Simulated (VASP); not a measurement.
**A VASP study of SbP (optPBE-vdW): structure first, properties next**

Aim: relax SbP, then compute properties on the relaxed cell. The steps: rough relaxation of the start cell, full relaxation (optPBE-vdW), single point with fields (optPBE-vdW), band structure (optPBE-vdW), total and projected DOS (optPBE-vdW) and elastic constants (optPBE-vdW). The cell is invented: it takes the structure of COD entry 9001315, SbAs (space group 166 there), with some of its atoms replaced by other elements, volume scaled by an estimate. It may not be a known or stable phase.

Main program and level: VASP 6.6.1; optPBE-vdW; plane waves and PAW (Sb, P); invented cell.

Report form: the programs' logs are mostly left out.

## Step 1: Set-up

Before any relaxation, the start is as follows. The structure is trigonal, space group R-3m (No. 166). The conventional cell has a = 4.001 Å, b = 4.001 Å, c = 10.772 Å, α = 90.00°, β = 90.00°, γ = 120.00°. Sb has 6 P at 2.93 Å nearest. Nearest to P lie 6 Sb at 2.93 Å. It derives from SbAs. it takes the structure of COD entry 9001315, SbAs (space group 166 there), with some of its atoms replaced by other elements, volume scaled by an estimate. Farther neighbours are not listed.

Coordinates:

```
Sb P
1.0
     2.00062    1.15506    3.59056
    -2.00062    1.15506    3.59056
     0.00000   -2.31011    3.59056
Sb P
1 1
Cartesian
  0.0000 0.0000 5.3858
  0.0000 0.0000 0.0000
```

## Step 2: Rough relaxation of the start cell

The start is only an estimate, so a cheap relaxation brings it near a minimum before any careful run. optPBE-vdW pairs nonlocal correlation with a PBE-like exchange and tends to long distances. LUSE_VDW switches on a nonlocal correlation term for dispersion.

Input file INCAR:

```
SYSTEM = SbP
PREC = Normal
ENCUT = 400
EDIFF = 1E-05
NELM = 60
ISMEAR = -1
SIGMA = 0.05
LREAL = .FALSE.
ALGO = Fast
GGA = OR
AGGAC = 0
LUSE_VDW = .TRUE.
LASPH = .TRUE.
NBANDS = 11
LORBIT = 11
LWAVE = .FALSE.
LCHARG = .FALSE.
IBRION = 2
NSW = 40
ISIF = 3
EDIFFG = -0.04
```

Input file POSCAR:

```
SbP
1.0
    2.0006160000      1.1550560000      3.5905560000
   -2.0006160000      1.1550560000      3.5905560000
    0.0000000000     -2.3101120000      3.5905560000
Sb P
1 1
Direct
    0.5000000000      0.5000000000      0.5000000000
    0.0000000000      0.0000000000      0.0000000000
```

Input file KPOINTS:

```
Automatic mesh
0
Gamma
5 5 5
0 0 0
```

Potentials, in the order of the species: Sb and P (PBE family, release 64).

Command:

```sh
$ mpirun -np 1 vasp_std
```

Elapsed: 91 s, on 1 MPI rank of AMD EPYC 7R43, shared host; peak memory 0.24 GiB.

The k-mesh is coarse for a metal. This relaxation is a rough one on cheap settings, only to bring the start near its minimum. The PAW data sets were made with PBE, which is usual practice but a small mismatch for other functionals. After so large a change of volume the plane waves of the start cell no longer fit, so the final stress carries a basis-set error. The run keeps the 12 symmetry operations of its start, so it cannot find a distortion of lower symmetry.

Relaxation path:

```csv
step,energy less that of the first step (eV),largest force (eV/Å),pressure (GPa),volume (Å³)
1,0.0000,0.0000,-5.39,49.78
2,-0.0747,0.0000,2.90,43.98
3,-0.0878,0.0000,0.26,45.46
4,-0.0877,0.0000,0.05,45.55
5,-0.0888,0.0000,-0.07,45.65
6,-0.0890,0.0000,-0.12,45.72
```

```csv
"conventional cell, symmetrised",before,after,change
a (Å),4.001,3.932,-1.7 %
b (Å),4.001,3.932,-1.7 %
c (Å),10.772,10.243,-4.9 %
volume (Å³/atom),24.89,22.86,-8.2 %
```

The relaxed structure:

```xyz
2
Lattice="1.9662 1.1352 3.4143 -1.9662 1.1352 3.4143 0.0000 -2.2703 3.4143" Properties=species:S:1:pos:R:3 pbc="T T T"
Sb    0.0000    0.0000    5.1215
P     0.0000    0.0000    0.0000
```

Numbers from this step:

| Property | Result |
| --- | --- |
| electrons | 10 |
| bands | 11 |
| irreducible k-points | 19 |
| symmetry operations | 12 |
| free energy (TOTEN) | -5.612 eV |
| energy at zero smearing | -5.608 eV |
| Fermi energy | 7.674 eV |
| pressure | -0.1154 GPa |
| metallic | yes |
| SCF cycles over all ionic steps | 34 |

It ends with forces that vanish by symmetry and a pressure of -0.12 GPa.

## Step 3: Full relaxation (optPBE-vdW)

Properties are meant for the cell that this level of theory prefers, so cell and atoms are relaxed first (ISIF = 3) until forces and stress are small; EDIFFG sets the threshold.

Input file INCAR:

```
SYSTEM = SbP
PREC = Accurate
ENCUT = 400
EDIFF = 1E-06
NELM = 100
ISMEAR = -1
SIGMA = 0.05
LREAL = .FALSE.
ALGO = Normal
GGA = OR
AGGAC = 0
LUSE_VDW = .TRUE.
LASPH = .TRUE.
NBANDS = 11
LORBIT = 11
LWAVE = .FALSE.
LCHARG = .FALSE.
IBRION = 2
NSW = 60
ISIF = 3
EDIFFG = -0.01
```

Input file POSCAR:

```
SbP
1.0
    1.9661576044      1.1351614458      3.4143195536
   -1.9661576044      1.1351614458      3.4143195536
    0.0000000000     -2.2703228915      3.4143195536
Sb P
1 1
Direct
    0.5000000000      0.5000000000      0.5000000000
    0.0000000000      0.0000000000      0.0000000000
```

Input file KPOINTS:

```
Automatic mesh
0
Gamma
7 7 7
0 0 0
```

Command:

```sh
$ mpirun -np 1 vasp_std
```

The job ended after 3.1 min (1 MPI rank; peak memory 0.3 GiB).

Step by step:

```csv
step,energy less that of the first step (eV),largest force (eV/Å),pressure (GPa),volume (Å³)
1,0.0000,0.0000,0.24,45.72
2,-0.0043,0.0000,0.00,45.95
3,-0.0077,0.0000,-0.36,46.29
4,-0.0080,0.0000,-0.52,46.43
5,-0.0085,0.0000,0.39,45.81
6,-0.0088,0.0000,0.03,46.05
```

```csv
"conventional cell, symmetrised",before,after,change
a (Å),3.932,4.007,+1.9 %
b (Å),3.932,4.007,+1.9 %
c (Å),10.243,9.936,-3.0 %
volume (Å³/atom),22.86,23.02,+0.7 %
```

Final coordinates:

```
Sb P
1.0
     2.00347    1.15670    3.31184
    -2.00347    1.15670    3.31184
     0.00000   -2.31341    3.31184
Sb P
1 1
Direct
  0.50000 0.50000 0.50000
  0.00000 0.00000 0.00000
```

Numbers from this step:

```
irreducible k-points            : 44
energy at zero smearing         : -5.607 eV
Fermi energy                    : 7.509 eV
pressure                        : 0.03283 GPa
SCF cycles over all ionic steps : 39
```

It ends with forces that vanish by symmetry and a pressure of 0.03 GPa.

## Step 4: Single point with fields (optPBE-vdW)

A single point on the relaxed cell gives a clean self-consistent state, with density, ELF and potential written out.

INCAR: that of step 3 with these lines changed.

```diff
@@ -16,6 +16,5 @@
 LWAVE = .FALSE.
-LCHARG = .FALSE.
-IBRION = 2
-NSW = 60
-ISIF = 3
-EDIFFG = -0.01
+LCHARG = .TRUE.
+ISIF = 2
+LELF = .TRUE.
+LVHAR = .TRUE.
```

Input file POSCAR:

```
SbP
1.0
    2.0034714650      1.1567046033      3.3118374065
   -2.0034714650      1.1567046033      3.3118374065
    0.0000000000     -2.3134092064      3.3118374065
Sb P
1 1
Direct
    0.5000000000      0.5000000000      0.5000000000
    0.0000000000      0.0000000000      0.0000000000
```

KPOINTS is that of step 3.

Command:

```sh
$ mpirun -np 1 vasp_std
```

The job ended after 47 s (1 MPI rank; peak memory 0.29 GiB).

Numbers from this step:

| Property | Result |
| --- | --- |
| SCF cycles | 12 |
| pressure | 0.03431 GPa |

Valence electrons inside each PAW sphere by angular momentum. Sphere charges, by row:

```csv
atom,s (e),p (e),d (e),tot (e)
Sb1,1.254,1.015,0.056,2.325
P2,1.101,1.334,0,2.435
```

Electrostatic potential energy in the ac plane of the conventional cell at fractional y = 0.000, with atoms of Sb and P within 0.2 Å of it. With pseudopotentials it is smooth inside the atoms' cores, unlike the true potential.

Ten even steps from '0' (-83 eV) to '9' (3 eV), each cell a mean:
```
01589999999730
56899999999976
99999999999999
99999999999999
99999999999999
99999999999999
99999999999999
99999999999999
99999999999999
67899999999987
02489999999631
00269999998400
00279999998510
24689999999853
88999999999998
99999999999999
99999999999999
99999999999999
99999999999999
99999999999999
99999999999999
88999999999998
24799999999863
00489999999720
```
Columns run along a (4.0 Å; values clipped at the 3rd and 97th percentile), rows up along c (9.9 Å), edges of the conventional cell, whose origin can differ from the input's. Atoms in or near the plane, at fractional coordinates: Sb at (0.00, 0.50), P at (0.00, 0.00).

ELF in the ac plane of the conventional cell at fractional y = 0.000, with atoms of Sb and P within 0.2 Å of it. It is the smooth field of the valence electrons, not physical close to the nuclei.

Values, 24 rows by 14 columns, each cell a mean:
```
0.48 0.64 0.79 0.78 0.59 0.33 0.17 0.14 0.22 0.43 0.70 0.81 0.75 0.56
0.75 0.78 0.79 0.69 0.50 0.37 0.31 0.31 0.33 0.41 0.59 0.75 0.80 0.77
0.66 0.63 0.56 0.46 0.43 0.47 0.53 0.55 0.51 0.45 0.43 0.50 0.59 0.64
0.30 0.28 0.25 0.29 0.41 0.54 0.63 0.65 0.60 0.49 0.35 0.26 0.26 0.29
0.07 0.08 0.11 0.21 0.38 0.54 0.63 0.66 0.60 0.48 0.31 0.16 0.09 0.07
0.03 0.04 0.08 0.18 0.34 0.50 0.61 0.63 0.57 0.44 0.27 0.13 0.06 0.03
0.03 0.05 0.09 0.19 0.36 0.52 0.63 0.65 0.59 0.46 0.28 0.14 0.06 0.04
0.12 0.12 0.14 0.23 0.40 0.56 0.66 0.68 0.63 0.50 0.32 0.18 0.13 0.12
0.46 0.42 0.36 0.34 0.42 0.53 0.61 0.63 0.58 0.48 0.37 0.34 0.38 0.44
0.75 0.73 0.66 0.54 0.45 0.43 0.46 0.47 0.44 0.43 0.48 0.60 0.69 0.74
0.80 0.82 0.81 0.73 0.53 0.34 0.24 0.23 0.27 0.41 0.63 0.77 0.82 0.81
0.73 0.78 0.82 0.78 0.60 0.33 0.15 0.11 0.20 0.43 0.70 0.81 0.81 0.76
0.76 0.80 0.82 0.77 0.58 0.33 0.17 0.14 0.22 0.42 0.68 0.80 0.82 0.78
0.81 0.81 0.78 0.67 0.50 0.36 0.32 0.31 0.33 0.41 0.58 0.73 0.80 0.81
0.66 0.62 0.54 0.45 0.43 0.48 0.54 0.55 0.51 0.45 0.42 0.49 0.58 0.64
0.29 0.27 0.25 0.29 0.41 0.55 0.64 0.66 0.61 0.50 0.35 0.26 0.26 0.28
0.07 0.07 0.11 0.21 0.39 0.55 0.65 0.68 0.62 0.49 0.31 0.16 0.09 0.07
0.03 0.04 0.08 0.18 0.35 0.51 0.61 0.64 0.58 0.45 0.27 0.13 0.06 0.03
0.03 0.05 0.09 0.19 0.36 0.51 0.62 0.64 0.58 0.46 0.28 0.14 0.07 0.04
0.12 0.12 0.14 0.23 0.40 0.55 0.64 0.66 0.61 0.50 0.32 0.19 0.13 0.12
0.45 0.42 0.37 0.34 0.41 0.52 0.61 0.63 0.58 0.48 0.37 0.35 0.39 0.44
0.74 0.73 0.67 0.56 0.45 0.43 0.45 0.47 0.44 0.42 0.48 0.61 0.70 0.74
0.67 0.75 0.81 0.75 0.55 0.34 0.24 0.22 0.27 0.41 0.65 0.79 0.79 0.71
0.34 0.57 0.77 0.79 0.61 0.33 0.14 0.11 0.20 0.44 0.71 0.80 0.71 0.45
```
Columns run along a (4.0 Å), rows up along c (9.9 Å), edges of the conventional cell, whose origin can differ from the input's. Atoms in or near the plane, at fractional coordinates: Sb at (0.00, 0.50), P at (0.00, 0.00).

Valence density in the ac plane of the conventional cell at fractional y = 0.000, with atoms of Sb and P within 0.2 Å of it. It is the smooth field of the valence electrons, not physical close to the nuclei.

Ten even steps from '0' (-0.23 e/Å³) to '9' (0.66 e/Å³), each cell a mean:
```
48975433346896
99864443445789
65544444444455
33344455544333
33334455543333
22334455543332
23334555543332
33334555544333
44444455544444
66554444444556
45664433345665
02565433345641
13665433345652
56654443445666
55444444444455
33344455544333
33334555543333
22334455543332
23334455543332
33334455544333
44444445444444
77654444444567
89965433345899
16985433346994
```
Columns run along a (4.0 Å), rows up along c (9.9 Å), edges of the conventional cell, whose origin can differ from the input's. Atoms in or near the plane, at fractional coordinates: Sb at (0.00, 0.50), P at (0.00, 0.00).

In this run the pressure is 0.03 GPa, small enough to go on.

## Step 5: Band structure (optPBE-vdW)

The mesh alone shows little of the dispersion and can miss band extrema, so KPOINTS_OPT adds a path through the symmetry points after the self-consistent cycle.

INCAR: that of step 4 with these lines changed.

```diff
@@ -13,8 +13,5 @@
 LASPH = .TRUE.
-NBANDS = 11
+NBANDS = 17
 LORBIT = 11
 LWAVE = .FALSE.
-LCHARG = .TRUE.
-ISIF = 2
-LELF = .TRUE.
-LVHAR = .TRUE.
+LCHARG = .FALSE.
```

POSCAR is that of step 4.

KPOINTS is that of step 4.

Input file KPOINTS_OPT:

```
Line mode
16
Line-mode
Reciprocal
  0.00000000   0.00000000   0.00000000 GAMMA
  0.50000000   0.00000000   0.00000000 L

  0.50000000   0.00000000   0.00000000 L
  0.50000000   0.24799010  -0.24799010 B1

  0.75200990   0.50000000   0.24799010 B
  0.50000000   0.50000000   0.50000000 Z

  0.50000000   0.50000000   0.50000000 Z
  0.00000000   0.00000000   0.00000000 GAMMA

  0.00000000   0.00000000   0.00000000 GAMMA
  0.37399505   0.00000000  -0.37399505 X

  0.62600495   0.37399505   0.00000000 Q
  0.50000000   0.50000000   0.00000000 F

  0.50000000   0.50000000   0.00000000 F
  0.62600495   0.62600495   0.24799010 P1

  0.62600495   0.62600495   0.24799010 P1
  0.50000000   0.50000000   0.50000000 Z

  0.50000000   0.00000000   0.00000000 L
  0.75200990   0.37399505   0.37399505 P
```

Command:

```sh
$ mpirun -np 1 vasp_std
```

Elapsed: 98 s, on 1 MPI rank; peak memory 0.29 GiB.

Spin-orbit coupling is off here; with elements this heavy it splits and shifts levels by tenths of an eV or more.

Numbers from this step:

* bands: 17
* pressure: 0.03434 GPa

The electronic bands at the labelled points (eV, zero at the Fermi level; # counts the bands kept):

```csv
point,#1,#2,#3,#4,#5,#6,#7,#8
Γ,-4.26,-1.99,-1.84,-1.84,3.84,3.84,3.90,5.12
0.47 of the way,-6.77,-1.84,-1.73,-0.62,1.70,1.71,2.25,5.87
L,-10.15,-1.23,-1.18,-0.28,-0.21,0.09,0.78,9.06
0.47 of the way,-9.81,-3.74,-3.53,-0.46,0.09,3.19,3.92,7.11
B1,-9.21,-5.37,-5.36,-0.16,0.63,5.24,5.26,7.00
jump to B,-9.21,-5.37,-5.36,-0.16,0.63,5.24,5.26,7.00
0.47 of the way,-9.75,-4.09,-3.90,-0.31,0.33,3.80,4.49,6.78
Z,-10.21,-1.14,-1.14,-0.15,-0.15,0.20,0.89,9.01
0.53 of the way,-6.85,-1.71,-1.71,-0.59,1.75,1.75,2.33,5.84
Γ,-4.26,-1.99,-1.84,-1.84,3.84,3.84,3.90,5.12
0.47 of the way,-7.19,-3.40,-1.02,0.36,0.38,0.58,4.10,5.91
X,-9.08,-5.80,-3.41,-2.85,3.30,3.67,4.92,6.27
jump to Q,-9.08,-5.80,-3.41,-2.85,3.30,3.67,4.92,6.27
0.47 of the way,-8.10,-6.15,-3.84,-3.53,2.92,4.73,5.19,6.87
F,-7.53,-6.29,-4.01,-3.91,2.33,5.66,5.70,7.16
0.47 of the way,-7.99,-6.19,-3.78,-3.67,2.75,4.92,5.34,6.94
P1,-9.08,-5.82,-3.33,-2.85,3.37,3.68,4.84,6.28
0.47 of the way,-9.86,-4.11,-2.47,-1.77,1.67,2.40,4.26,6.59
Z,-10.21,-1.14,-1.14,-0.15,-0.15,0.20,0.89,9.01
jump to L,-10.15,-1.23,-1.18,-0.28,-0.21,0.09,0.78,9.06
0.47 of the way,-9.89,-3.78,-2.31,-1.60,1.31,1.98,3.58,6.87
P,-9.08,-5.82,-3.33,-2.85,3.37,3.68,4.84,6.28
```

Of the projections kept (Sb, P), the largest for each band there; the rest of the weight can lie on other orbitals:

```csv
point,#1,#2,#3,#4,#5,#6,#7,#8
Γ,Sb 0.50,P 0.63,P 0.64,P 0.64,Sb 0.69,Sb 0.69,Sb 0.68,Sb 1.00
L,Sb 0.91,P 0.92,P 0.93,Sb 0.99,Sb 1.00,Sb 0.58,P 0.52,P 0.59
B1,Sb 0.96,Sb 0.51,Sb 0.51,P 0.78,Sb 0.85,P 0.74,P 0.73,Sb 0.71
B,Sb 0.96,Sb 0.51,Sb 0.51,P 0.78,Sb 0.85,P 0.74,P 0.73,Sb 0.71
Z,Sb 0.91,P 0.93,P 0.93,Sb 1.00,Sb 1.00,Sb 0.56,P 0.52,P 0.59
Γ,Sb 0.50,P 0.63,P 0.64,P 0.64,Sb 0.69,Sb 0.69,Sb 0.68,Sb 1.00
```

There is no gap at this level.

## Step 6: Total and projected DOS (optPBE-vdW)

Here the states are counted by energy and projected on the atoms. The mesh is finer than in the run before.

INCAR: that of step 5 with these lines changed.

```diff
@@ -5,3 +5,3 @@
 NELM = 100
-ISMEAR = -1
+ISMEAR = -5
 SIGMA = 0.05
@@ -17 +17,2 @@
 LCHARG = .FALSE.
+NEDOS = 2001
```

POSCAR is that of step 5.

Input file KPOINTS:

```
Automatic mesh
0
Gamma
10 10 10
0 0 0
```

Command:

```sh
$ mpirun -np 1 vasp_std
```

The job ended after 96 s (1 MPI rank; peak memory 0.32 GiB).

With tetrahedra the forces and stress of a metal are not exact derivatives of the energy.

This step gave:

* irreducible k-points: 116
* free energy (TOTEN): -5.603 eV
* Fermi energy: 7.526 eV
* pressure: 0.05118 GPa
* DOS at the Fermi level: 0.08011 states/eV/cell

The density of states has structure finer than the step of the table below, so its rows give means over 1 eV, whole bins alone (the curve runs from -12.0 to 7.22 eV). Peaks (eV: height): total -9.4: 1.64, 2.9: 1.64, 3.8: 2.18, 5.4: 1.58; P p -1.9: 0.347, -0.8: 0.292, 3.8: 0.459; Sb p -3.9: 0.240, 0.9: 0.398, 3.8: 0.387, 5.4: 0.316; Sb s -10.7: 0.179, -9.4: 0.744; P s -10.6: 0.511, -10.1: 0.319, -9.4: 0.138, 0.9: 0.0672.

States under -12.0 eV and over 7.2 eV are left out. The density of states by energy, zero at the Fermi level; means over each step; values in states/eV/cell:

```csv
energy (eV),total,P p,Sb p,Sb s,P s,Sb d
-11,0.924,0.00698,0.0221,0.142,0.311,0.00153
-10,0.511,0.00835,0.00987,0.103,0.158,0.00127
-9,0.896,0.0288,0.0124,0.366,0.118,0.00108
-8,0.557,0.0168,0.0109,0.190,0.123,0.00107
-7,0.240,0.00920,0.00614,0.0750,0.0624,3.9e-4
-6,0.310,0.0369,0.0386,0.0335,0.0295,3.9e-4
-5,0.680,0.110,0.110,0.0178,0.0157,0.00231
-4,1.18,0.225,0.199,0.0145,0.0125,0.00575
-3,1.32,0.281,0.215,0.0240,0.0180,0.00962
-2,1.29,0.316,0.181,0.0362,0.0223,0.0146
-1,1.11,0.250,0.156,0.0716,0.0279,0.0153
0,0.415,0.0627,0.0934,0.0209,0.0160,0.00434
1,1.17,0.143,0.325,0.0235,0.0543,0.0145
2,0.990,0.170,0.221,0.0341,0.0404,0.0171
3,1.26,0.216,0.207,0.0341,0.0255,0.0385
4,1.50,0.322,0.265,0.0296,0.0157,0.0380
5,1.36,0.246,0.255,0.0153,0.0117,0.0580
6,1.24,0.172,0.199,0.00652,0.00715,0.0871
```

The finer mesh and the other smearing move the Fermi level by +0.02 eV from the 7×7×7 run, a small shift, which tests the Fermi level alone. Of the states within 0.3 eV of the Fermi level, the largest shares in the PAW spheres are Sb p 23 %, P p 15 % and Sb s 5 %. The rest lies in smaller channels or between the spheres.

## Step 7: Elastic constants (optPBE-vdW)

IBRION = 6 with ISIF = 3 strains the cell both ways at fixed fractional positions, and adds the ions' share afterwards from the force constants. Stress converges slowly with the basis, so the cutoff is raised.

Input file INCAR:

```
SYSTEM = SbP
PREC = Accurate
ENCUT = 500
EDIFF = 1E-07
NELM = 100
ISMEAR = 1
SIGMA = 0.2
LREAL = .FALSE.
ALGO = Normal
GGA = OR
AGGAC = 0
LUSE_VDW = .TRUE.
LASPH = .TRUE.
NBANDS = 11
LORBIT = 11
LWAVE = .FALSE.
LCHARG = .FALSE.
IBRION = 6
NFREE = 2
POTIM = 0.015
ISIF = 3
NSW = 1
```

POSCAR is that of step 6.

Input file KPOINTS:

```
Automatic mesh
0
Gamma
20 20 20
0 0 0
```

Command:

```sh
$ mpirun -np 1 vasp_std
```

Run time: 76 min. Hardware: 1 MPI rank; peak memory 2.1 GiB.

The run was stopped at its time limit, by a STOPCAR file.

More ranks or a longer limit would be the way on.

## Step 8: Summary of results

| Item | Value |
| --- | --- |
| relaxed volume | 23.02 Å³/atom |
| relaxed conventional cell a, b, c | 4.007, 4.007, 9.936 Å; angles 90.0, 90.0, 120.0° |
| space group after relaxing, within 0.02 Å | R-3m (No. 166) |
| band gap | none, a metal |
| DOS at the Fermi level | 0.0801 states/eV/cell |

What this shows: With optPBE-vdW, SbP relaxes to 23.02 Å³/atom in space group R-3m (held by the symmetry of the run) and comes out as a metal. Not obtained: elastic constants (optPBE-vdW), because the run hit its time limit. Band structure (optPBE-vdW): Of the bands kept, 2 cross the Fermi level on this path. Spin-orbit coupling is left out, and with elements this heavy it would split and shift bands near the Fermi level. The k-sampling is coarse for a metal, so the Fermi level, pressures and the shape of the cell carry errors. No search among competing phases was made. All values are for a static lattice at zero temperature.

[Lines on the potential files, build, host, timing and source positions are cut from VASP's logs without a mark.]

[Logs are printed without paths, hosts, clocks, repeated set-up lines and the standing remarks that a program may print on its own settings, such as how far it seeks lower states.]

[Hosts, paths, dates, database ids (printed as entryN), source tags and the programs' standing remarks are cut or masked in the printed files.]

[A measured line is paired with the nearest computed mode of its activity, which favours agreement.]
